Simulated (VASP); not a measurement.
An input for Quantum ESPRESSO's pw.x (written as the equivalent of a VASP run, and not itself run):

```
&CONTROL
  calculation = 'relax'
  pseudo_dir = './pseudo'
  outdir = './out'
  tprnfor = .true.
  tstress = .true.
  nstep = 30
  forc_conv_thr = 3.9e-05
/
&SYSTEM
  ibrav = 0
  nat = 2
  ntyp = 2
  ecutwfc = 72
  occupations = 'smearing'
  smearing = 'gaussian'
  degauss = 0.003675
  input_dft = 'pz'
/
&ELECTRONS
  conv_thr = 7.3e-10
  electron_maxstep = 100
/
&IONS
/
ATOMIC_SPECIES
  K 39.098 K.upf
  Br 79.904 Br.upf
CELL_PARAMETERS angstrom
     0.0000000    3.1898164    3.1898164
     3.1898164    0.0000000    3.1898164
     3.1898164    3.1898164    0.0000000
ATOMIC_POSITIONS crystal
  K    0.0000000  0.0000000  0.0000000
  Br   0.5000000  0.5000000  0.5000000
K_POINTS automatic
  7 7 7 0 0 0
```

### Question
Translate this input to VASP (INCAR, KPOINTS, POSCAR, choice of POTCAR).

### Answer
One answer among several that fit: 
### INCAR
```
PREC = Accurate
EDIFFG = -0.001
SYSTEM = KBr
IBRION = 1   ! quasi-Newton
EDIFF = 1E-8   ! SCF stop (eV)
SIGMA = 0.05   ! width (eV)
LWAVE = .FALSE.
NSW = 30   ! most ionic steps
LMAXMIX = 4
ENCUT = 400   ! plane-wave cut-off (eV)
ISMEAR = 0   ! Gaussian
ALGO = Normal
ISIF = 2   ! forces and stress, cell fixed
LASPH = .TRUE.   ! aspherical one-centre terms
NELM = 100   ! most electronic steps
LREAL = .FALSE.   ! projection in real space or not
LCHARG = .FALSE.
```

**POSCAR**
```
KBr
1
    0.0000000000     3.1898164200     3.1898164200
    3.1898164200     0.0000000000     3.1898164200
    3.1898164200     3.1898164200     0.0000000000
K Br
1 1
Direct
  0.0000000000   0.0000000000   0.0000000000
  0.5000000000   0.5000000000   0.5000000000
```

**KPOINTS**
```
Regular mesh
0
G
 7 7 7
0 0 0
```

POTCAR, in this order: K_sv Br (LDA.64 set). Program: vasp_std.

What does not carry over: the potentials are each code's own (VASP's PAW set, PseudoDojo norm-conserving files in pw.x), so ENCUT and ecutwfc are chosen apart and not converted; conv_thr bounds pw.x's estimated SCF error, while EDIFF bounds the energy change between steps; forc_conv_thr acts on force components and is met together with etot_conv_thr.

The structure comes from a computed database's KBr entry (Fm-3m); how it stands against other phases isn't given here. It was relaxed first, which changed the volume by -9 %. The start is the result of an earlier pass.
